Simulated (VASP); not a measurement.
Method: PBE GGA, VASP's PBE PAW potentials (set 64) (plane waves; VASP).

VASP ran on this input.

POSCAR:
```
Re
1
    1.3800000000    -2.3902300000     0.0000000000
    1.3800000000     2.3902300000     0.0000000000
    0.0000000000     0.0000000000     4.4600000000
Re
2
Direct
  0.3333330000   0.6666670000   0.2500000000
  0.6666670000   0.3333330000   0.7500000000
```

### INCAR
```
ALGO = Normal
EDIFF = 1E-4
ENCUT = 400
GGA = PE
ISIF = 2
ISMEAR = 1
LASPH = T
LCHARG = F
LMAXMIX = 6
LREAL = F
LWAVE = F
NELM = 100
PREC = Accurate
SIGMA = 0.1
SYSTEM = Re
```

File KPOINTS:
```
Automatic mesh
0
Gamma
14 14 8
0 0 0
```

POTCAR, in this order: Re (PBE.64 set). Program: vasp_std.

Output

OUTCAR:
```
 ion  position               nearest neighbor table
   1  0.333  0.667  0.250-   2 2.74   2 2.74   2 2.74   2 2.74   2 2.74   2 2.74
   2  0.667  0.333  0.750-   1 2.74   1 2.74   1 2.74   1 2.74   1 2.74   1 2.74
  LATTYP: Found a hexagonal cell.
 ALAT       =     2.7599999009
 C/A-ratio  =     1.6159420870
 Subroutine PRICEL returns:
 Original cell was already a primitive cell.
 Subroutine GETGRP returns: Found 24 space group operations
The static configuration has the point symmetry D_3d.
 The point group associated with its full space group is D_6h.
The dynamic configuration has the point symmetry D_3d.
 Subroutine INISYM returns: Found 24 space group operations
 Subroutine IBZKPT returns following result:
 Found    120 irreducible k-points:

 Following reciprocal coordinates:
            Coordinates               Weight
  0.000000  0.000000  0.000000      1.000000
  0.071429  0.000000  0.000000      6.000000
  0.142857 -0.000000  0.000000      6.000000
  0.214286  0.000000  0.000000      6.000000
  0.285714 -0.000000  0.000000      6.000000
  0.357143 -0.000000  0.000000      6.000000
  0.428571  0.000000  0.000000      6.000000
...
```

### OSZICAR
```
       N       E                     dE             d eps       ncg     rms          rms(c)
DAV:   1     0.187819472171E+02    0.18782E+02   -0.61683E+03  5055   0.143E+03
DAV:   2    -0.221331604588E+02   -0.40915E+02   -0.35302E+02  4507   0.329E+02
DAV:   3    -0.260537683298E+02   -0.39206E+01   -0.32921E+01  4672   0.149E+02
DAV:   4    -0.262309988031E+02   -0.17723E+00   -0.16225E+00  4843   0.158E+01
DAV:   5    -0.262382943863E+02   -0.72956E-02   -0.66412E-02  4571   0.202E+00    0.429E+01
DAV:   6    -0.252146596546E+02    0.10236E+01   -0.98697E-01  4872   0.309E+01    0.176E+01
DAV:   7    -0.248584566466E+02    0.35620E+00   -0.73181E-01  5092   0.254E+01    0.692E-01
DAV:   8    -0.248451225880E+02    0.13334E-01   -0.10839E-02  5215   0.133E+00    0.224E-01
DAV:   9    -0.248442969154E+02    0.82567E-03   -0.25180E-04  2944   0.288E-01    0.977E-02
DAV:  10    -0.248443409867E+02   -0.44071E-04   -0.38376E-04  3111   0.374E-01
   1 F= -.24844341E+02 E0= -.24844634E+02  d E =0.878084E-03
```

OUTCAR:
```
------------------------ aborting loop because EDIFF is reached ----------------------------------------
  FORCE on cell =-STRESS in cart. coord.  units (eV):
  Direction    XX          YY          ZZ          XY          YZ          ZX
  --------------------------------------------------------------------------------------
  Total        1.0606517      1.0606516      1.1883884     -0.0000000      0.0000000      0.0000000
  in kB       57.7563477     57.7563421     64.7120809     -0.0000000      0.0000000      0.0000000
  external PRESSURE =      60.0749236 kB  Pullay stress =       0.0000000 kB
  volume of cell :       29.42
      direct lattice vectors                 reciprocal lattice vectors
     1.380000000 -2.390230000  0.000000000     0.362318841 -0.209184890  0.000000000
     1.380000000  2.390230000  0.000000000     0.362318841  0.209184890  0.000000000
     0.000000000  0.000000000  4.460000000     0.000000000  0.000000000  0.224215247
 POSITION                                       TOTAL-FORCE (eV/Angst)
 -----------------------------------------------------------------------------------
      1.38000      0.79674      1.11500         0.000000     -0.000000      0.000000
      1.38000     -0.79674      3.34500        -0.000000      0.000000      0.000000
 -----------------------------------------------------------------------------------
    total drift:                               -0.000000      0.000008     -0.000016
  FREE ENERGIE OF THE ION-ELECTRON SYSTEM (eV)
  ---------------------------------------------------
  free  energy   TOTEN  =       -24.8443409867 eV

  energy  without entropy=      -24.8452190707  energy(sigma->0) =      -24.84463368
```
(Selected blocks of OUTCAR.)

The compound is Re in the hcp structure. The cell was not relaxed at this level. The run is one of a series of settings (EDIFF = 1E-4 against the base run), some of them coarse on purpose.
